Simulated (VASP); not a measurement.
A VASP calculation is set up with these files.

POSCAR:
```
Ni3Fe
1
    3.6210000000     0.0000000000     0.0000000000
    0.0000000000     3.6210000000     0.0000000000
    0.0000000000     0.0000000000     3.6210000000
Fe Ni
1 3
Direct
  0.0000000000   0.0000000000   0.0000000000
  0.0000000000   0.5000000000   0.5000000000
  0.5000000000   0.0000000000   0.5000000000
  0.5000000000   0.5000000000   0.0000000000
```

File KPOINTS:
```
k-points along high-symmetry lines
6
Line-mode
Reciprocal
  0.000000   0.000000   0.000000 ! GAMMA
  0.000000   0.500000   0.000000 ! X

  0.000000   0.500000   0.000000 ! X
  0.500000   0.500000   0.000000 ! M

  0.500000   0.500000   0.000000 ! M
  0.000000   0.000000   0.000000 ! GAMMA

  0.000000   0.000000   0.000000 ! GAMMA
  0.500000   0.500000   0.500000 ! R

  0.500000   0.500000   0.500000 ! R
  0.000000   0.500000   0.000000 ! X

  0.500000   0.500000   0.500000 ! R
  0.500000   0.500000   0.000000 ! M
```

**INCAR**
```
SYSTEM = Ni3Fe
PREC = Accurate
ENCUT = 400
EDIFF = 1E-6
NELM = 100
ALGO = Normal
LREAL = .FALSE.
LASPH = .TRUE.
ISMEAR = 1
SIGMA = 0.1
GGA = PE
LMAXMIX = 4
ISPIN = 2
MAGMOM = 3.0 0.7 0.7 0.7
LORBIT = 10
LWAVE = .FALSE.
LCHARG = .FALSE.
ISIF = 2
```

POTCAR, in this order: Fe Ni (PBE.64 set). Program: vasp_std.

Output of the run:

File standard output:
```
 POSCAR found type information on POSCAR FeNi
 POSCAR found :  2 types and       4 ions
 Reading from existing POTCAR
 Reading from existing POTCAR
 LDA part: xc-table for (Slater+PW92), standard interpolation
 POSCAR, INCAR and KPOINTS ok, starting setup
 WAVECAR not read
 entering main loop
       N       E                     dE             d eps       ncg     rms          rms(c)
DAV:   1     0.217106159492E+03    0.21711E+03   -0.14585E+04  3840   0.166E+03
DAV:   2    -0.152937614618E+02   -0.23240E+03   -0.22371E+03  3752   0.329E+02
DAV:   3    -0.272239931975E+02   -0.11930E+02   -0.11240E+02  3936   0.102E+02
DAV:   4    -0.274117246436E+02   -0.18773E+00   -0.18677E+00  4084   0.128E+01
DAV:   5    -0.274172528585E+02   -0.55282E-02   -0.55268E-02  5276   0.176E+00    0.212E+01
DAV:   6    -0.254430657488E+02    0.19742E+01   -0.41838E+01  4090   0.990E+01    0.248E+01
DAV:   7    -0.278276271289E+02   -0.23846E+01   -0.24414E+01  4626   0.104E+02    0.287E+01
DAV:   8    -0.230603422477E+02    0.47673E+01   -0.14714E+01  4614   0.492E+01    0.664E+00
DAV:   9    -0.232172478536E+02   -0.15691E+00   -0.68535E-01  4332   0.101E+01    0.406E+00
DAV:  10    -0.232389862141E+02   -0.21738E-01   -0.11906E-01  5112   0.767E+00    0.252E+00
DAV:  11    -0.232048393465E+02    0.34147E-01   -0.72308E-02  5274   0.560E+00    0.141E+00
DAV:  12    -0.232130968829E+02   -0.82575E-02   -0.17227E-02  5566   0.221E+00    0.551E-01
DAV:  13    -0.232138061025E+02   -0.70922E-03   -0.31933E-03  5082   0.115E+00    0.121E-01
DAV:  14    -0.232138702693E+02   -0.64167E-04   -0.66693E-04  4758   0.283E-01    0.998E-02
DAV:  15    -0.232138700016E+02    0.26770E-06   -0.69549E-05  4130   0.173E-01    0.444E-02
DAV:  16    -0.232138746341E+02   -0.46324E-05   -0.15170E-05  5024   0.696E-02    0.127E-02
DAV:  17    -0.232138750543E+02   -0.42021E-06   -0.24180E-06  2974   0.205E-02
   1 F= -.23213875E+02 E0= -.23213436E+02  d E =-.131848E-02  mag=     5.0565
```

OUTCAR:
```
------------------------ aborting loop because EDIFF is reached ----------------------------------------
  FORCE on cell =-STRESS in cart. coord.  units (eV):
  Direction    XX          YY          ZZ          XY          YZ          ZX
  --------------------------------------------------------------------------------------
  Total       -2.1017471     -2.1017471     -2.1017471     -0.0000000     -0.0000000      0.0000000
  in kB      -70.9259979    -70.9259979    -70.9259979     -0.0000000     -0.0000000      0.0000000
  external PRESSURE =     -70.9259979 kB  Pullay stress =       0.0000000 kB
  volume of cell :       47.48
      direct lattice vectors                 reciprocal lattice vectors
     3.621000000  0.000000000  0.000000000     0.276166805  0.000000000  0.000000000
     0.000000000  3.621000000  0.000000000     0.000000000  0.276166805  0.000000000
     0.000000000  0.000000000  3.621000000     0.000000000  0.000000000  0.276166805
 POSITION                                       TOTAL-FORCE (eV/Angst)
 -----------------------------------------------------------------------------------
      0.00000      0.00000      0.00000         0.000000      0.000000      0.000000
      0.00000      1.81050      1.81050         0.000000      0.000000      0.000000
      1.81050      0.00000      1.81050         0.000000      0.000000      0.000000
      1.81050      1.81050      0.00000         0.000000      0.000000      0.000000
 -----------------------------------------------------------------------------------
    total drift:                                0.000000     -0.000000     -0.000000
  FREE ENERGIE OF THE ION-ELECTRON SYSTEM (eV)
  ---------------------------------------------------
  free  energy   TOTEN  =       -23.2138750543 eV

  energy  without entropy=      -23.2125565729  energy(sigma->0) =      -23.21343556

 total charge

# of ion       s       p       d       tot
------------------------------------------
    1        0.427   0.484   6.053   6.963
    2        0.457   0.482   8.280   9.219
    3        0.457   0.482   8.280   9.219
    4        0.457   0.482   8.280   9.219
--------------------------------------------------
tot          1.797   1.931  30.893  34.622

 magnetization (x)

# of ion       s       p       d       tot
------------------------------------------
    1        0.010   0.002   2.993   3.005
    2       -0.022  -0.035   0.758   0.702
    3       -0.022  -0.035   0.758   0.702
    4       -0.022  -0.035   0.758   0.702
--------------------------------------------------
tot         -0.055  -0.103   5.269   5.111
```
(Selected blocks of OUTCAR.)

Problem. Read input and log: which fault does this run have?
A. simple mixing (IMIX = 1) with AMIX above 1 overshoots
B. IBRION is misspelt, so VASP ignores the line and takes its default
C. a line-mode KPOINTS file was used for a self-consistent run
D. LDA potentials were taken and GGA is not set, so the run is LDA and not PBE

Solution. C, a line-mode KPOINTS file was used for a self-consistent run. The run ends without an error. Against the sound run, the energy per atom (σ→0) rises by 0.421 eV/atom; the pressure rises by 3.69 GPa; the cell moment rises by 0.02 μB.

To mend it, correct KPOINTS.
KPOINTS:
```
Automatic mesh
0
Gamma
7 7 7
0 0 0
```
The mended run (PBE GGA, plane waves, VASP's PBE PAW potentials (set 64)) converges, and its OSZICAR ends with
```
   1 F= -.24899380E+02 E0= -.24899327E+02  d E =-.158338E-03  mag=     5.0408
```

The compound is Ni3Fe in the L1_2 structure. The cell was not relaxed at this level.
